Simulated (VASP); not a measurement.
OSZICAR of a VASP run on BaHfO$_{3}$ (cubic perovskite):

OSZICAR:
```
       N       E                     dE             d eps       ncg     rms          rms(c)
DAV:   1     0.353939194620E+03    0.35394E+03   -0.21335E+04   460   0.172E+03
DAV:   2     0.834919853267E+01   -0.34559E+03   -0.33774E+03   665   0.524E+02
DAV:   3    -0.166365762354E+02   -0.24986E+02   -0.24217E+02   624   0.124E+02
DAV:   4    -0.173942627642E+02   -0.75769E+00   -0.75695E+00   691   0.264E+01
DAV:   5    -0.174123166901E+02   -0.18054E-01   -0.18047E-01   672   0.326E+00    0.676E+01
DAV:   6    -0.647756471014E+02   -0.47363E+02   -0.20299E+02   460   0.149E+02    0.292E+01
DAV:   7    -0.594062052132E+02    0.53694E+01   -0.26458E+01   600   0.351E+01    0.294E+01
DAV:   8    -0.618294979828E+02   -0.24233E+01   -0.17628E+01   559   0.209E+01    0.248E+01
DAV:   9    -0.649257561477E+02   -0.30963E+01   -0.83135E+01   481   0.448E+01    0.262E+01
DAV:  10    -0.598701628774E+02    0.50556E+01   -0.16141E+01   481   0.234E+01    0.871E+00
DAV:  11    -0.598583200387E+02    0.11843E-01   -0.95229E-01   644   0.592E+00    0.178E+00
DAV:  12    -0.598600856090E+02   -0.17656E-02   -0.88256E-03   619   0.753E-01    0.163E+00
DAV:  13    -0.598413613935E+02    0.18724E-01   -0.21489E-03   597   0.406E-01    0.153E+00
DAV:  14    -0.598501594566E+02   -0.87981E-02   -0.68088E-02   579   0.190E+00    0.107E+00
DAV:  15    -0.598472915707E+02    0.28679E-02   -0.49361E-02   579   0.124E+00    0.466E-01
DAV:  16    -0.598466854391E+02    0.60613E-03   -0.15873E-03   629   0.344E-01    0.463E-01
DAV:  17    -0.598467149957E+02   -0.29557E-04   -0.32269E-03   537   0.410E-01    0.179E-01
DAV:  18    -0.598468044436E+02   -0.89448E-04   -0.28207E-04   702   0.123E-01    0.905E-02
DAV:  19    -0.598469637900E+02   -0.15935E-03   -0.10243E-04   565   0.117E-01    0.311E-02
DAV:  20    -0.598469895974E+02   -0.25807E-04   -0.15264E-04   544   0.943E-02    0.469E-02
DAV:  21    -0.598469984117E+02   -0.88143E-05   -0.13798E-05   594   0.357E-02    0.500E-02
DAV:  22    -0.598470011164E+02   -0.27046E-05   -0.22191E-06   573   0.136E-02    0.302E-02
DAV:  23    -0.598470013664E+02   -0.24999E-06   -0.17327E-07   488   0.478E-03    0.236E-02
DAV:  24    -0.598470016253E+02   -0.25894E-06   -0.53241E-07   558   0.569E-03    0.109E-02
DAV:  25    -0.598470015159E+02    0.10936E-06   -0.14342E-06   588   0.727E-03    0.300E-03
DAV:  26    -0.598470015273E+02   -0.11398E-07   -0.31900E-08   377   0.144E-03
   1 F= -.59847002E+02 E0= -.59847002E+02  d E =-.173798E-21
```

Problem. Which electronic solver shows in the log?

Solution. It is blocked Davidson (ALGO = Normal, or the opening steps of other solvers). The INCAR had ALGO = Normal.

Problem. Can the final energy be trusted as converged?

Solution. The calculation finished and met its thresholds. It stopped with EDIFF = 1E-7, NELM = 100 (TPSS meta-GGA, plane waves, VASP's PBE PAW potentials (set 64)).

The compound is BaHfO3 in the cubic perovskite structure. This cell is one point of a volume scan, at 1.06 of the reference volume.
